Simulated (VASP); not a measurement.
All values below come from PBEsol GGA, VASP's PBE PAW potentials (set 64) (plane waves; VASP).

VASP input:

KPOINTS:
```
Automatic mesh
0
Gamma
  9 5 7
0 0 0
```

**INCAR**
```
! general
SYSTEM =Mg4Te3S
PREC   =Accurate
ENCUT  =400   ! plane-wave cut-off (eV)
LREAL  =F   ! projection in real space or not
LASPH  =T
NBANDS =63

! electronic loop
EDIFF  =1E-7
NELM   =100
ALGO   =Normal
LMAXMIX=4   ! l cut-off of mixed one-centre charges

! smearing
ISMEAR =0   ! Gaussian
SIGMA  =0.01   ! width (eV)

! functional
GGA    =PS   ! PBEsol

! output
LWAVE  =F
LCHARG =F
NEDOS  =1001

! other
LOPTICS=T
CSHIFT =0.1
```

File POSCAR:
```
Mg4Te3S
1
    4.4154509513     0.0000000000     0.0000000000
    0.0000000000     8.8916856434     0.0000000000
    0.0000000000     0.0000000000     6.1688905432
Mg Te S
4 3 1
Direct
  0.0000000000   0.2744269812   0.9813279031
  0.0000000000   0.7255730188   0.9813279031
  0.5000000000   0.0000000000   0.4853175783
  0.5000000000   0.5000000000   0.5470534826
  0.5000000000   0.2645657103   0.2510344947
  0.5000000000   0.7354342897   0.2510344947
  0.0000000000   0.0000000000   0.7562157651
  0.0000000000   0.5000000000   0.7466883782
```

POTCAR, in this order: Mg Te S (PBE.64 set). Program: vasp_std.

Output of the run:

File OUTCAR:
```
 ion  position               nearest neighbor table
   1  0.000  0.274  0.981-   8 2.47   5 2.77   5 2.77   7 2.81
   2  0.000  0.726  0.981-   8 2.47   6 2.77   6 2.77   7 2.81
   3  0.500  0.000  0.485-   5 2.76   6 2.76   7 2.77   7 2.77
   4  0.500  0.500  0.547-   8 2.53   8 2.53   5 2.78   6 2.78
   5  0.500  0.265  0.251-   3 2.76   1 2.77   1 2.77   4 2.78
   6  0.500  0.735  0.251-   3 2.76   2 2.77   2 2.77   4 2.78
   7  0.000  0.000  0.756-   3 2.77   3 2.77   1 2.81   2 2.81
   8  0.000  0.500  0.747-   1 2.47   2 2.47   4 2.53   4 2.53
  LATTYP: Found a simple orthorhombic cell.
 ALAT       =     4.4154509513
 B/A-ratio  =     1.3971144989
 C/A-ratio  =     2.0137661456
 Subroutine PRICEL returns:
 Original cell was already a primitive cell.
 Subroutine GETGRP returns: Found  4 space group operations
The static configuration has the point symmetry C_2v.
The dynamic configuration has the point symmetry C_2v.
 Subroutine INISYM returns: Found  4 space group operations
 Subroutine IBZKPT returns following result:
 Found     60 irreducible k-points:

 Following reciprocal coordinates:
            Coordinates               Weight
  0.000000  0.000000  0.000000      1.000000
...
```

OSZICAR:
```
       N       E                     dE             d eps       ncg     rms          rms(c)
DAV:   1     0.906118439262E+02    0.90612E+02   -0.80318E+03  7560   0.320E+02
DAV:   2    -0.226211020946E+02   -0.11323E+03   -0.10566E+03  9206   0.758E+01
DAV:   3    -0.304546649398E+02   -0.78336E+01   -0.77345E+01  9176   0.189E+01
DAV:   4    -0.305779018424E+02   -0.12324E+00   -0.12320E+00  9344   0.257E+00
DAV:   5    -0.305792695131E+02   -0.13677E-02   -0.13676E-02  8930   0.270E-01    0.614E+00
DAV:   6    -0.295241893065E+02    0.10551E+01   -0.46635E-01  8770   0.187E+00    0.406E+00
DAV:   7    -0.293942851706E+02    0.12990E+00   -0.57102E-01  8965   0.145E+00    0.248E+00
DAV:   8    -0.293913923076E+02    0.28929E-02   -0.21279E-02  9498   0.572E-01    0.449E-01
DAV:   9    -0.293895302728E+02    0.18620E-02   -0.13503E-02  9050   0.276E-01    0.347E-01
DAV:  10    -0.293898415917E+02   -0.31132E-03   -0.19240E-03  8468   0.857E-02    0.201E-01
DAV:  11    -0.293899055225E+02   -0.63931E-04   -0.15908E-04  9912   0.393E-02    0.440E-02
DAV:  12    -0.293899352997E+02   -0.29777E-04   -0.89277E-05  8899   0.232E-02    0.263E-02
DAV:  13    -0.293899429920E+02   -0.76923E-05   -0.13221E-05  8672   0.766E-03    0.103E-02
DAV:  14    -0.293899426223E+02    0.36968E-06   -0.47073E-07  9539   0.203E-03    0.444E-03
DAV:  15    -0.293899425600E+02    0.62285E-07   -0.26628E-07  8712   0.954E-04
   1 F= -.29389943E+02 E0= -.29389943E+02  d E =-.437501E-20
 imaginary and real dielectric function
```

File OUTCAR:
```
------------------------ aborting loop because EDIFF is reached ----------------------------------------
  FORCE on cell =-STRESS in cart. coord.  units (eV):
  Direction    XX          YY          ZZ          XY          YZ          ZX
  --------------------------------------------------------------------------------------
  Total       -0.0705971     -0.0344047     -0.0296870      0.0000000      0.0000000      0.0000000
  in kB       -0.4670151     -0.2275949     -0.1963862      0.0000000      0.0000000      0.0000000
  external PRESSURE =      -0.2969987 kB  Pullay stress =       0.0000000 kB
  volume of cell :      242.20
      direct lattice vectors                 reciprocal lattice vectors
     4.415450951  0.000000000  0.000000000     0.226477434  0.000000000  0.000000000
     0.000000000  8.891685643  0.000000000     0.000000000  0.112464615  0.000000000
     0.000000000  0.000000000  6.168890543     0.000000000  0.000000000  0.162103703
 POSITION                                       TOTAL-FORCE (eV/Angst)
 -----------------------------------------------------------------------------------
      0.00000      2.44012      6.05370         0.000000     -0.001912     -0.003116
      0.00000      6.45157      6.05370         0.000000      0.001912     -0.003116
      2.20773      0.00000      2.99387         0.000000      0.000000     -0.005350
      2.20773      4.44584      3.37471         0.000000      0.000000      0.002922
      2.20773      2.35244      1.54860         0.000000      0.005285      0.004825
      2.20773      6.53925      1.54860         0.000000     -0.005285      0.004825
      0.00000      0.00000      4.66501         0.000000      0.000000     -0.006653
      0.00000      4.44584      4.60624         0.000000      0.000000      0.005662
 -----------------------------------------------------------------------------------
    total drift:                                0.000000      0.000000      0.000416
  FREE ENERGIE OF THE ION-ELECTRON SYSTEM (eV)
  ---------------------------------------------------
  free  energy   TOTEN  =       -29.3899425600 eV

  energy  without entropy=      -29.3899425600  energy(sigma->0) =      -29.38994256

 plasma frequency squared (from intraband transitions) (eV^2)
  --------------------------------------------------------------------------------------
       0.000       0.000       0.000
       0.000       0.000       0.000
       0.000       0.000       0.000

 plasma frequency squared (from interband transitions, int dw w eps(2)(w)) (eV^2)
  --------------------------------------------------------------------------------------
     173.631       0.000       0.000       0.000       0.000       0.000
       0.000       0.000     173.928       0.000       0.000       0.000
       0.000       0.000       0.000       0.000     173.721       0.000
```
(Selected blocks of OUTCAR.)

File OUTCAR:
```
 val. band max:        2.2150087149   @ k =   0.0000   0.4000   0.0000

 cond. band min:       3.9575665538   @ k =   0.0000   0.0000   0.0000


 Fermi energy:         2.2755408702

 k-point     1 :       0.0000    0.0000    0.0000
  band No.  band energies     occupation
      1      -9.7439      2.00000
      2      -8.1044      2.00000
      3      -7.6645      2.00000
      4      -7.4624      2.00000
      5      -1.3162      2.00000
      6      -1.0864      2.00000
      7      -0.6964      2.00000
      8      -0.1146      2.00000
      9       0.1251      2.00000
     10       0.2808      2.00000
     11       0.4986      2.00000
     12       1.2858      2.00000
     13       1.7744      2.00000
     14       1.8020      2.00000
     15       1.9063      2.00000
     16       2.1440      2.00000
     17       3.9576      0.00000
     18       4.8702      0.00000
     19       5.5942      0.00000
     20       6.3922      0.00000
     21       6.5882      0.00000
     22       7.2645      0.00000
     23       7.5703      0.00000
     24       7.7166      0.00000
     25       7.7893      0.00000
     26       7.9619      0.00000
     27       8.2988      0.00000
     28       8.5647      0.00000
     29       8.7936      0.00000
     30       8.8125      0.00000
     31       9.8319      0.00000
     32       9.8828      0.00000
     33      10.7626      0.00000
     34      10.9667      0.00000
     35      11.1250      0.00000
     36      11.4794      0.00000
     37      11.7611      0.00000
     38      11.9576      0.00000
     39      12.2359      0.00000
     40      12.3845      0.00000
     41      12.7082      0.00000
     42      12.7193      0.00000
     43      12.9922      0.00000
     44      13.4980      0.00000
     45      13.7623      0.00000
     46      13.7797      0.00000
     47      13.9104      0.00000
     48      14.1051      0.00000
     49      14.3822      0.00000
     50      14.6042      0.00000
     51      14.6134      0.00000
...
```

The dielectric response may not be converged in the k-mesh; for small gaps it tends to come out too large. Unless said otherwise, spin-orbit coupling is left out, though it shifts the bands of the heavy elements here.

The structure comes from a computed database's Mg4Te3S entry (Pmm2); how it stands against other phases isn't given here. It was relaxed first.
